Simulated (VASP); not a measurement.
Output of a VASP run:

File OSZICAR:
```
       N       E                     dE             d eps       ncg     rms          rms(c)
DAV:   1     0.160020452248E+03    0.16002E+03   -0.16136E+04   704   0.157E+03
DAV:   2    -0.456126802542E+02   -0.20563E+03   -0.19966E+03   735   0.388E+02
DAV:   3    -0.540580242707E+02   -0.84453E+01   -0.84254E+01   752   0.890E+01
DAV:   4    -0.540958558717E+02   -0.37832E-01   -0.37820E-01   762   0.585E+00
DAV:   5    -0.540959767790E+02   -0.12091E-03   -0.12089E-03   751   0.312E-01    0.831E+00
DAV:   6    -0.453055983596E+02    0.87904E+01   -0.71321E+00   689   0.556E+01    0.106E+01
DAV:   7    -0.445006476099E+02    0.80495E+00   -0.25736E+00   681   0.181E+01    0.424E+00
DAV:   8    -0.448861138093E+02   -0.38547E+00   -0.54421E-01   680   0.902E+00    0.342E+00
DAV:   9    -0.443920467816E+02    0.49407E+00   -0.53263E-01   680   0.871E+00    0.166E+00
DAV:  10    -0.446676418400E+02   -0.27560E+00   -0.39826E-01   680   0.691E+00    0.349E-01
DAV:  11    -0.446631281330E+02    0.45137E-02   -0.13479E-02   681   0.146E+00    0.308E-01
DAV:  12    -0.446975147070E+02   -0.34387E-01   -0.79819E-03   682   0.101E+00    0.134E-01
DAV:  13    -0.446989603907E+02   -0.14457E-02   -0.14969E-03   680   0.533E-01    0.605E-02
DAV:  14    -0.446995947943E+02   -0.63440E-03   -0.63110E-04   682   0.336E-01    0.307E-02
DAV:  15    -0.446998524353E+02   -0.25764E-03   -0.15172E-04   685   0.173E-01    0.136E-02
DAV:  16    -0.446998748398E+02   -0.22405E-04   -0.12189E-05   728   0.408E-02    0.554E-03
DAV:  17    -0.446998762783E+02   -0.14385E-05   -0.10890E-05   682   0.370E-02    0.411E-03
DAV:  18    -0.446998811948E+02   -0.49165E-05   -0.37770E-06   680   0.237E-02    0.112E-03
DAV:  19    -0.446998797905E+02    0.14043E-05   -0.45255E-07   688   0.917E-03    0.602E-04
DAV:  20    -0.446998800247E+02   -0.23417E-06   -0.13488E-08   346   0.151E-03    0.452E-04
DAV:  21    -0.446998799131E+02    0.11161E-06   -0.40338E-09   346   0.733E-04    0.236E-04
DAV:  22    -0.446998797241E+02    0.18896E-06   -0.26255E-09   344   0.680E-04    0.760E-05
DAV:  23    -0.446998796344E+02    0.89770E-07   -0.20739E-09   343   0.624E-04
   1 F= -.44699880E+02 E0= -.44699880E+02  d E =-.438693E-18
```

OUTCAR:
```
------------------------ aborting loop because EDIFF is reached ----------------------------------------
  FORCE on cell =-STRESS in cart. coord.  units (eV):
  Direction    XX          YY          ZZ          XY          YZ          ZX
  --------------------------------------------------------------------------------------
  Total       -0.8260460     -0.8260460     -0.8260460      0.0000000      0.0000000      0.0000000
  in kB      -32.8224728    -32.8224728    -32.8224728      0.0000000      0.0000000      0.0000000
  external PRESSURE =     -32.8224728 kB  Pullay stress =       0.0000000 kB
  volume of cell :       40.32
      direct lattice vectors                 reciprocal lattice vectors
     0.000000000  2.721684904  2.721684904    -0.183709730  0.183709730  0.183709730
     2.721684904  0.000000000  2.721684904     0.183709730 -0.183709730  0.183709730
     2.721684904  2.721684904  0.000000000     0.183709730  0.183709730 -0.183709730
 POSITION                                       TOTAL-FORCE (eV/Angst)
 -----------------------------------------------------------------------------------
      0.00000      0.00000      0.00000         0.000000     -0.000000      0.000000
      1.36084      1.36084      1.36084         0.000000      0.000000      0.000000
      4.08253      4.08253      4.08253        -0.000000      0.000000     -0.000000
 -----------------------------------------------------------------------------------
    total drift:                                0.000000     -0.000000      0.000000
  FREE ENERGIE OF THE ION-ELECTRON SYSTEM (eV)
  ---------------------------------------------------
  free  energy   TOTEN  =       -44.6998796344 eV

  energy  without entropy=      -44.6998796344  energy(sigma->0) =      -44.69987963
```
(Selected blocks of OUTCAR.)

**POSCAR**
```
CdF2
1
    0.0000000000     2.7216849038     2.7216849038
    2.7216849038     0.0000000000     2.7216849038
    2.7216849038     2.7216849038     0.0000000000
Cd F
1 2
Direct
  0.0000000000   0.0000000000   0.0000000000
  0.2500000000   0.2500000000   0.2500000000
  0.7500000000   0.7500000000   0.7500000000
```

Problem. Write an INCAR and KPOINTS that could have produced this output.

Solution. This is not unique; one that fits is the input of the run itself, SCAN meta-GGA, plane waves, VASP's PBE PAW potentials (set 64).

File KPOINTS:
```
Automatic mesh
0
Gamma
7 7 7
0 0 0
```

### INCAR
```
ALGO = Normal
EDIFF = 1E-7
ENCUT = 520
ISIF = 2
ISMEAR = 0
LASPH = T
LCHARG = F
LMAXMIX = 4
LMIXTAU = T
LREAL = F
LWAVE = F
METAGGA = SCAN
NELM = 100
PREC = Accurate
SIGMA = 0.05
SYSTEM = CdF2
```

POTCAR, in this order: Cd F (PBE.64 set). Program: vasp_std.

The compound is CdF2 in the fluorite structure. This cell is one point of a volume scan, at 1.03 of the reference volume.
